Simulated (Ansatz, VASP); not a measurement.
# Cross-check of H15C19 (C wire along [111], 38 atoms a period, H-terminated) between VASP and Ansatz

Aim: how closely do two programs agree when they are given the same cell, functional and k mesh? The cell is taken from a series of runs on this material, whose earlier steps may have relaxed, scaled, displaced or heated it; both programs get it as it stands.

Calculated with Ansatz 0.2.0; plane waves, with VASP 6.6.1 beside it; single point at r2SCAN.

## (1) The structure

The cell holds 68 atoms: 38 C and 30 H. Its edges and angles: a = 13.678 Å, b = 14.742 Å, c = 6.291 Å, α = 90.0°, β = 90.0°, γ = 90.0°. Vacuum lies along a and b. The structure's axis is c.

## (2) VASP: single point, r2SCAN

A single point gives forces, pressure and levels at one fixed geometry, so differences don't come from the geometry; what else differs is listed under the comparison.

Lines of VASP's logs that name or quote its potential files are left out, and so is its time.

Input file INCAR:

```
SYSTEM = H15C19
PREC = Accurate
ENCUT = 580
EDIFF = 1E-06
NELM = 120
ISMEAR = -1
SIGMA = 0.05
LREAL = Auto
ALGO = Normal
METAGGA = R2SCAN
LASPH = .TRUE.
NBANDS = 144
LORBIT = 11
LWAVE = .FALSE.
LCHARG = .FALSE.
ISIF = 2
GGA_COMPAT = .FALSE.
EFERMI = MIDGAP
LMIXTAU = .TRUE.
KPAR = 4
```

Input file POSCAR:

```
H15C19
1.0
   13.6780000000      0.0000000000      0.0000000000
    0.0000000000     14.7420000000      0.0000000000
    0.0000000000      0.0000000000      6.2911531085
C H
38 30
Direct
    0.4075861465      0.3530257180      0.0032113040
    0.5000000000      0.4999890390      0.9984387010
    0.5924138535      0.3530257180      0.0032113040
    0.6833816740      0.4992152400      0.0032141770
    0.3166183260      0.5007629070      0.2467858230
    0.4090317540      0.3522509565      0.2467838000
    0.4075861465      0.6469524290      0.2467886960
    0.5000000000      0.4999891080      0.2515612990
    0.5909682460      0.3522509565      0.2467838000
    0.5924138535      0.6469524290      0.2467886960
    0.6833816740      0.5007629070      0.2467858230
    0.3164129190      0.5983327150      0.3313942300
    0.4067176150      0.4500204240      0.3344581400
    0.5000000000      0.5999286240      0.3344614700
    0.5000000000      0.3033016790      0.3313902330
    0.5932823850      0.4500204240      0.3344581400
    0.6835870810      0.5983327150      0.3313942300
    0.3151324685      0.5990197955      0.5743435030
    0.4063374215      0.4498158940      0.5839196650
    0.5000000000      0.6003350210      0.5839215950
    0.5000000000      0.3019290700      0.5743401330
    0.5936625785      0.4498158940      0.5839196650
    0.6848675315      0.5990197955      0.5743435030
    0.3151324685      0.4009583515      0.6756564970
    0.4063374215      0.5501622530      0.6660803350
    0.5000000000      0.3996431260      0.6660784050
    0.5000000000      0.6980490770      0.6756598670
    0.5936625785      0.5501622530      0.6660803350
    0.6848675315      0.4009583515      0.6756564970
    0.3164129190      0.4016454320      0.9186057700
    0.4067176150      0.5499577230      0.9155418600
    0.5000000000      0.4000495230      0.9155385300
    0.5000000000      0.6966764680      0.9186097670
    0.5932823850      0.5499577230      0.9155418600
    0.6835870810      0.4016454320      0.9186057700
    0.3166183260      0.4992152400      0.0032141770
    0.4090317540      0.6477271905      0.0032162000
    0.5909682460      0.6477271905      0.0032162000
    0.2506423425      0.6335624090      0.2714512130
    0.5000000000      0.2328383955      0.2714464260
    0.7493576575      0.6335624090      0.2714512130
    0.2496892770      0.4658322665      0.3006585560
    0.3429630770      0.3159392210      0.3006603140
    0.4067268390      0.7181962920      0.3006651920
    0.5932731610      0.7181962920      0.3006651920
    0.6570369230      0.3159392210      0.3006603140
    0.7503107230      0.4658322665      0.3006585560
    0.2475230620      0.4330223355      0.6194997170
    0.3112618870      0.3305998390      0.6195043740
    0.4362653860      0.7363412120      0.6195058040
    0.5637346140      0.7363412120      0.6195058040
    0.6887381130      0.3305998390      0.6195043740
    0.7524769380      0.4330223355      0.6194997170
    0.2475230620      0.5669558115      0.6305002830
    0.3112618870      0.6693783080      0.6304956260
    0.4362653860      0.2636369350      0.6304941960
    0.5637346140      0.2636369350      0.6304941960
    0.6887381130      0.6693783080      0.6304956260
    0.7524769380      0.5669558115      0.6305002830
    0.2496892770      0.5341458805      0.9493414440
    0.3429630770      0.6840389260      0.9493396860
    0.4067268390      0.2817818550      0.9493348080
    0.5932731610      0.2817818550      0.9493348080
    0.6570369230      0.6840389260      0.9493396860
    0.7503107230      0.5341458805      0.9493414440
    0.2506423425      0.3664157380      0.9785487870
    0.5000000000      0.7671397515      0.9785535740
    0.7493576575      0.3664157380      0.9785487870
```

Input file KPOINTS:

```
Automatic mesh
0
Gamma
1 1 10
0 0 0
```

PAW data sets: C and H (PBE family, release 64).

Command:

```sh
$ mpirun -np 8 vasp_std
```

Numbers of over 12 decimals in the logs are rounded to 6 here.

Output:

```text
[banner, memory and clock lines left out]
running    8 mpi-ranks, on    1 nodes
[...]
|                                                                             |
|           W    W    AA    RRRRR   N    N  II  N    N   GGGG   !!!           |
|           W    W   A  A   R    R  NN   N  II  NN   N  G    G  !!!           |
|           W    W  A    A  R    R  N N  N  II  N N  N  G       !!!           |
|           W WW W  AAAAAA  RRRRR   N  N N  II  N  N N  G  GGG   !            |
|           WW  WW  A    A  R   R   N   NN  II  N   NN  G    G                |
|           W    W  A    A  R    R  N    N  II  N    N   GGGG   !!!           |
|                                                                             |
|     For optimal performance we recommend to set                             |
|       NCORE = 2 up to number-of-cores-per-socket                            |
|     NCORE specifies how many cores store one orbital (NPAR=cpu/NCORE).      |
|     This setting can greatly improve the performance of VASP for DFT.       |
[...]
|               ----> ADVICE to this user running VASP <----                  |
|                                                                             |
|     You enforced a specific xc type in the INCAR file but a different       |
|     [... a line on the potential file left out ...]
|     I HOPE YOU KNOW WHAT YOU ARE DOING!                                     |
|                                                                             |

 LDA part: xc-table for (None), standard interpolation
 POSCAR, INCAR and KPOINTS ok, starting setup
[...]
entering main loop
       N       E                     dE             d eps       ncg     rms          rms(c)
DAV:   1     0.131196791558E+04    0.13120E+04   -0.77207E+04  1744   0.111E+03
DAV:   2    -0.331990503427E+03   -0.16440E+04   -0.15460E+04  2496   0.257E+02
DAV:   3    -0.546689413527E+03   -0.21470E+03   -0.21318E+03  2240   0.924E+01
DAV:   4    -0.552716545556E+03   -0.60271E+01   -0.60086E+01  2360   0.183E+01
[...]
DAV:  37    -0.485097811709E+03   -0.24376E-05   -0.90510E-07  1304   0.465E-03    0.121E-04
DAV:  38    -0.485097813198E+03   -0.14893E-05   -0.20780E-06  1504   0.595E-03    0.992E-05
DAV:  39    -0.485097813547E+03   -0.34825E-06   -0.10757E-06  1320   0.466E-03
   1 F= -.48509781E+03 E0= -.48509781E+03  d E =-.255594E-17
```

From OUTCAR (step 2):

```text
 POSITION                                       TOTAL-FORCE (eV/Angst)
 -----------------------------------------------------------------------------------
      5.57496      5.20431      0.02020         0.030050     -0.077403     -0.042113
      6.83900      7.37084      6.28133        -0.000000     -0.000356     -0.020798
      8.10304      5.20431      0.02020        -0.030050     -0.077403     -0.042113
      9.34729      7.35943      0.02022         0.051587      0.064697     -0.043493
      4.33071      7.38225      1.55257        -0.051587     -0.064697      0.043493
      5.59474      5.19288      1.55255        -0.082435     -0.012217      0.043008
      5.57496      9.53737      1.55259         0.030050      0.077403      0.042113
      6.83900      7.37084      1.58261        -0.000000      0.000356      0.020798
      8.08326      5.19288      1.55255         0.082435     -0.012217      0.043008
      8.10304      9.53737      1.55259        -0.030050      0.077403      0.042113
      9.34729      7.38225      1.55257         0.051587     -0.064697      0.043493
      4.32790      8.82062      2.08485        -0.037393      0.021974     -0.053442
      5.56308      6.63420      2.10413         0.009236      0.005588     -0.011589
      6.83900      8.84415      2.10415        -0.000000     -0.012704     -0.011698
[...]
-----------------------------------------------------------------------------------
    total drift:                                0.000000      0.000002      0.000002

  FREE ENERGIE OF THE ION-ELECTRON SYSTEM (eV)
  ---------------------------------------------------
  free  energy   TOTEN  =      -485.0978135467 eV

  energy  without entropy=     -485.0978135467  energy(sigma->0) =     -485.09781355

[... 2 further parts left out ...]
```

## (3) Ansatz: single point, r2SCAN

Ansatz runs on its PAW soft_1 files.

The same cell, functional, mesh and smearing now go to Ansatz, which takes its cutoff from its data sets.

Input file input.yaml:

```yaml
crystal:
  lattice:
    - [13.678, 0.0, 0.0]
    - [0.0, 14.742, 0.0]
    - [0.0, 0.0, 6.2911531085]
  atoms:
    - { symbol: C, position: [0.407574988, 0.353025718, 0.003211304] }
    - { symbol: C, position: [0.499988842, 0.499989039, 0.998438701] }
    - { symbol: C, position: [0.592402695, 0.353025718, 0.003211304] }
    - { symbol: C, position: [0.683370516, 0.49921524, 0.003214177] }
    - { symbol: C, position: [0.316607168, 0.500762907, 0.246785823] }
    - { symbol: C, position: [0.409020596, 0.352250956, 0.2467838] }
    - { symbol: C, position: [0.407574988, 0.646952429, 0.246788696] }
    - { symbol: C, position: [0.499988842, 0.499989108, 0.251561299] }
    - { symbol: C, position: [0.590957088, 0.352250956, 0.2467838] }
    - { symbol: C, position: [0.592402695, 0.646952429, 0.246788696] }
    - { symbol: C, position: [0.683370516, 0.500762907, 0.246785823] }
    - { symbol: H, position: [0.250631184, 0.633562409, 0.271451213] }
    - { symbol: H, position: [0.499988842, 0.232838395, 0.271446426] }
    - { symbol: H, position: [0.749346499, 0.633562409, 0.271451213] }
    - { symbol: H, position: [0.249678119, 0.465832266, 0.300658556] }
    - { symbol: H, position: [0.342951919, 0.315939221, 0.300660314] }
    - { symbol: H, position: [0.406715681, 0.718196292, 0.300665192] }
    - { symbol: H, position: [0.593262003, 0.718196292, 0.300665192] }
    - { symbol: H, position: [0.657025765, 0.315939221, 0.300660314] }
    - { symbol: H, position: [0.750299565, 0.465832266, 0.300658556] }
    - { symbol: C, position: [0.316401761, 0.598332715, 0.33139423] }
    - { symbol: C, position: [0.406706457, 0.450020424, 0.33445814] }
    - { symbol: C, position: [0.499988842, 0.599928624, 0.33446147] }
    - { symbol: C, position: [0.499988842, 0.303301679, 0.331390233] }
    - { symbol: C, position: [0.593271227, 0.450020424, 0.33445814] }
    - { symbol: C, position: [0.683575923, 0.598332715, 0.33139423] }
    - { symbol: C, position: [0.31512131, 0.599019795, 0.574343503] }
    - { symbol: C, position: [0.406326263, 0.449815894, 0.583919665] }
    - { symbol: C, position: [0.499988842, 0.600335021, 0.583921595] }
    - { symbol: C, position: [0.499988842, 0.30192907, 0.574340133] }
    - { symbol: C, position: [0.59365142, 0.449815894, 0.583919665] }
    - { symbol: C, position: [0.684856373, 0.599019795, 0.574343503] }
    - { symbol: H, position: [0.247511904, 0.433022335, 0.619499717] }
    - { symbol: H, position: [0.311250729, 0.330599839, 0.619504374] }
    - { symbol: H, position: [0.436254228, 0.736341212, 0.619505804] }
    - { symbol: H, position: [0.563723456, 0.736341212, 0.619505804] }
    - { symbol: H, position: [0.688726955, 0.330599839, 0.619504374] }
    - { symbol: H, position: [0.75246578, 0.433022335, 0.619499717] }
    - { symbol: H, position: [0.247511904, 0.566955811, 0.630500283] }
    - { symbol: H, position: [0.311250729, 0.669378308, 0.630495626] }
    - { symbol: H, position: [0.436254228, 0.263636935, 0.630494196] }
    - { symbol: H, position: [0.563723456, 0.263636935, 0.630494196] }
    - { symbol: H, position: [0.688726955, 0.669378308, 0.630495626] }
    - { symbol: H, position: [0.75246578, 0.566955811, 0.630500283] }
    - { symbol: C, position: [0.31512131, 0.400958351, 0.675656497] }
    - { symbol: C, position: [0.406326263, 0.550162253, 0.666080335] }
    - { symbol: C, position: [0.499988842, 0.399643126, 0.666078405] }
    - { symbol: C, position: [0.499988842, 0.698049077, 0.675659867] }
    - { symbol: C, position: [0.59365142, 0.550162253, 0.666080335] }
    - { symbol: C, position: [0.684856373, 0.400958351, 0.675656497] }
    - { symbol: C, position: [0.316401761, 0.401645432, 0.91860577] }
    - { symbol: C, position: [0.406706457, 0.549957723, 0.91554186] }
    - { symbol: C, position: [0.499988842, 0.400049523, 0.91553853] }
    - { symbol: C, position: [0.499988842, 0.696676468, 0.918609767] }
    - { symbol: C, position: [0.593271227, 0.549957723, 0.91554186] }
    - { symbol: C, position: [0.683575923, 0.401645432, 0.91860577] }
    - { symbol: H, position: [0.249678119, 0.53414588, 0.949341444] }
    - { symbol: H, position: [0.342951919, 0.684038926, 0.949339686] }
    - { symbol: H, position: [0.406715681, 0.281781855, 0.949334808] }
    - { symbol: H, position: [0.593262003, 0.281781855, 0.949334808] }
    - { symbol: H, position: [0.657025765, 0.684038926, 0.949339686] }
    - { symbol: H, position: [0.750299565, 0.53414588, 0.949341444] }
    - { symbol: H, position: [0.250631184, 0.366415738, 0.978548787] }
    - { symbol: H, position: [0.499988842, 0.767139751, 0.978553574] }
    - { symbol: H, position: [0.749346499, 0.366415738, 0.978548787] }
    - { symbol: C, position: [0.316607168, 0.49921524, 0.003214177] }
    - { symbol: C, position: [0.409020596, 0.64772719, 0.0032162] }
    - { symbol: C, position: [0.590957088, 0.64772719, 0.0032162] }
kpoints:
  mp_grid: { grid: [1, 1, 10] }
  band_path: { path: ["Γ", Z], npoints: 90 }
scf:
  occupations: { method: fermi_dirac, width: 0.05 }
hamiltonian:
  xc: r2scan
  pseudopotentials: { kind: paw, azcp: { folder: soft_1 } }
```

Command:

```sh
$ ansatz run input.yaml --threads 16 --pin off --max-ram 61440MiB --backend cuda --events-out ev --progress --plain --runs-dir out --max-vram 78GiB
```

Output:

```text
Engine: ansatz 0.2.0, aarch64-unknown-linux-gnu
Pseudopotentials: kind: paw
Pseudopotential: C, paw, valence charge 4, recommended cutoff 500 eV (meta_gga), soft_1/C.paw.azcp
Pseudopotential: H, paw, valence charge 1, recommended cutoff 500 eV (meta_gga), soft_1/H.paw.azcp
Functional definition: r2SCAN
  parameter k0 = 0.174
  parameter k1 = 0.065
  parameter a1 = 4.9479
  exchange = r2scan_x(k0 = k0, k1 = k1, a1 = a1)
  correlation = r2scan_c
[...]
Crystal: 68 atoms, lattice volume = 1268.555 Å³
Basis set: ecut = 500 eV, 32235 PW (Γ), exchange–correlation on 400×432×192 points (64 copies of the dense FFT grid, shifted against one another)
Bands: 159, of which v1, the nominal top of the filled ones, is band 91 counted from 1 (90 counted from 0)
Symmetry: 4 space group operations
Space group: P2/m (ITA 10), of the structure as read, at distance tolerance 1.1e-4 Å
k-points: 6 of 10
Non-local potential: C, projectors of the file, l = 0: 2, l = 1: 2, l = 2: 1
Non-local potential: H, projectors of the file, l = 0: 2, l = 1: 1
PAW form: soft (Blöchl's): semilocal exchange-correlation on the pseudo side does not see the compensation charge
PAW frozen core: C, regenerated for the run's functional (the file was generated under x = pbe(κ = 0.804, μ = 0.219515), c = pbe(β = 0.066725))
PAW one-centre angular grid: C, 302 points (default); XC on 219 of its mesh's 2255 points in the sphere
PAW one-centre angular grid: H, 302 points (default); XC on 160 Gauss nodes
Initial density: superposition of atomic densities (neutral atoms: chi_scale 0, normalization atom)
Initial wavefunctions: pseudopotential atomic-orbital guess
[...]
Functional: x = r2scan, c = r2scan; τ floored in thin density (d = 2e-4 eV/Å³)
SCF iter   1: F=—  HF=-10066.954908 eV  |F-HF|=—  |Δ(HF+E_count)|=         —  Δρ=7.53e-2  dr2=7.75e1  dr2_τ=1.18e1  ethr=3.10e-3  ⟨swp⟩=8.0  Hψ=5329  notcnv=0  defer=125
preconditioner: auto → Resta (q_TF=auto, 1.974 Å⁻¹)  ε∞=1.6  [insulator: Δε(μ)=7.453 eV  Ē_g=17.979 eV  σ=0.050 eV  W_gap=1.00  n_scr=154 (ndim 8)  ℏωp=14.1 eV  f_vac=0.597  D(μ)=0.00/eV (n_scr^D=0)  ε∞_Penn≈1.6  vacuum switching on, ρ_ref=2.3e-2 e/Å³]
SCF iter   2: F=—  HF=-10046.119953 eV  |F-HF|=—  |Δ(HF+E_count)|=    2.08e1  Δρ=3.52e-2  dr2=1.02e1  dr2_τ=5.71e-1  ethr=3.10e-3  ⟨swp⟩=3.5  Hψ=1979  notcnv=0  defer=373
SCF iter   3: F=—  HF=-10045.395313 eV  |F-HF|=—  |Δ(HF+E_count)|=   7.25e-1  Δρ=9.64e-3  dr2=1.08e0  dr2_τ=7.93e-2  ethr=3.10e-3  ⟨swp⟩=3.0  Hψ=1011  notcnv=0  defer=373
SCF iter   4: F=—  HF=-10045.346364 eV  |F-HF|=—  |Δ(HF+E_count)|=   4.89e-2  Δρ=2.19e-3  dr2=8.62e-2  dr2_τ=6.12e-3  ethr=5.94e-4  ⟨swp⟩=4.3  Hψ=1592  notcnv=0  defer=366
SCF iter   5: F=—  HF=-10045.343469 eV  |F-HF|=—  |Δ(HF+E_count)|=   2.89e-3  Δρ=7.18e-4  dr2=4.92e-3  dr2_τ=6.54e-4  ethr=4.74e-5  ⟨swp⟩=2.0  Hψ=1054  notcnv=0  defer=366
SCF iter   6: F=—  HF=-10045.346866 eV  |F-HF|=—  |Δ(HF+E_count)|=   3.40e-3  Δρ=1.84e-4  dr2=2.40e-4  dr2_τ=4.13e-5  ethr=2.70e-6  ⟨swp⟩=2.0  Hψ=1141  notcnv=0  defer=366
[...]
SCF iter   8: F=—  HF=-10045.347397 eV  |F-HF|=—  |Δ(HF+E_count)|=   9.08e-5  Δρ=1.03e-5  dr2=8.91e-7  dr2_τ=1.42e-7  ethr=1.46e-8  ⟨swp⟩=2.0  Hψ=1450  notcnv=0  defer=366
SCF iter   9: F=—  HF=-10045.347398 eV  |F-HF|=—  |Δ(HF+E_count)|=   1.39e-6  Δρ=3.16e-6  dr2=1.49e-7  dr2_τ=1.73e-8  ethr=5.49e-11  ⟨swp⟩=29.0  Hψ=9114  notcnv=0
SCF iter  10: F=-10045.347398 eV  HF=-10045.347398 eV  |F-HF|=1.68e-8  |Δ(HF+E_count)|=   7.78e-8  Δρ=1.01e-6  dr2=8.12e-9  dr2_τ=8.09e-10  ethr=5.49e-11  ⟨swp⟩=6.0  Hψ=3203  notcnv=0
SCF 1 converged in 10 iterations: F = -10045.347398 eV  dr2 = 8.12e-9
  greatest PAW one-centre occupation: 0.665 electrons in one spin orbital (limit 2), on the C atom at site 47 (counted from 0), in its partial waves of l = 0
[...]
NSCF: frozen V_eff on 6 k-points
the band table was solved once the SCF had ended and its energy, with any forces and stress, was formed, with the checks that follow a solve (4967 applications of the Hamiltonian). They found nothing against the state; the energy, forces and stress were not computed again (output.eigenvalues in the input reference)
[...]
NSCF: frozen V_eff on 91 k-points
SCF converged after 10 iterations
[...]
k-point 1: bands = ["-21.1967", "-19.6329", "-19.6328", "-18.8138", "-17.8684", "-17.8683", "-17.7090", "-17.1555", "-17.1554", "-17.0781", "-16.2144", "-16.2133", "-16.2133", "-15.7402", "-15.7401", "-15.4603", "-14.8769", "-14.8768", "-14.2884", "-13.1240", "-12.7586", "-12.7586", "-12.0988", "-12.0904", "-12.0903", "-12.0285", "-11.4307", "-11.2385", "-11.2383", "-10.9575", "-10.9574", "-10.2261", "-10.0142", "- [...]
  k-point 2: bands = ["-21.1077", "-19.5514", "-19.5513", "-19.2999", "-17.9905", "-17.9904", "-17.4094", "-17.4094", "-17.1564", "-17.0099", "-16.1938", "-16.0846", "-16.0845", "-15.6452", "-15.6451", "-15.4458", "-14.5605", "-14.5519", "-14.5518", "-12.9040", "-12.7586", "-12.7586", "-12.2094", "-12.2023", "-12.2022", "-12.1398", "-11.4306", "-11.4304", "-11.1384", "-11.0921", "-11.0010", "-11.0009", "-9.9203", "-9 [...]
  k-point 5: bands = ["-20.6044", "-20.3216", "-19.1393", "-19.1392", "-18.7266", "-18.7266", "-17.2565", "-17.2565", "-16.9330", "-16.7465", "-16.7463", "-16.3041", "-15.6799", "-15.4060", "-15.0860", "-14.4336", "-14.4335", "-13.8858", "-13.8857", "-13.2169", "-13.2168", "-12.9768", "-12.7634", "-12.3906", "-12.2429", "-12.2428", "-12.0737", "-12.0736", "-11.5899", "-11.1868", "-11.1867", "-10.8724", "-9.3909", "-9 [...]
```

## (4) Side by side

Known differences besides the potentials themselves: VASP keeps PBE cores, Ansatz makes them for the functional; the cutoff is 500 eV in Ansatz and 580 eV in VASP (PREC = Accurate, projectors in real space). Total energies have different zeros and are not compared.

Both answers:

| quantity | Ansatz | VASP | difference |
| --- | --- | --- | --- |
| gap on the k mesh (eV) | 4.036 | 4.050 | -0.014 |

A gap on the mesh is an upper bound, since the band edges may lie between its points.

## (5) What came out

* difference in gap on the k mesh (single point, r2SCAN): -0.014 eV

What this shows: The difference in gap on the k mesh is -0.014 eV (single point, r2SCAN), within the 0.08 eV picked in this series as the mark of a large difference. How closely two codes agree says nothing of how well the functional describes the real material.

[Lines on the potential files, build, host, timing and source positions are cut from VASP's logs without a mark.]

[Logs are printed without paths, hosts, clocks, repeated set-up lines and the standing remarks that a program may print on its own settings, such as how far it seeks lower states.]

[Hosts, paths, dates, database ids (printed as entryN), source tags and the programs' standing remarks are cut or masked in the printed files.]
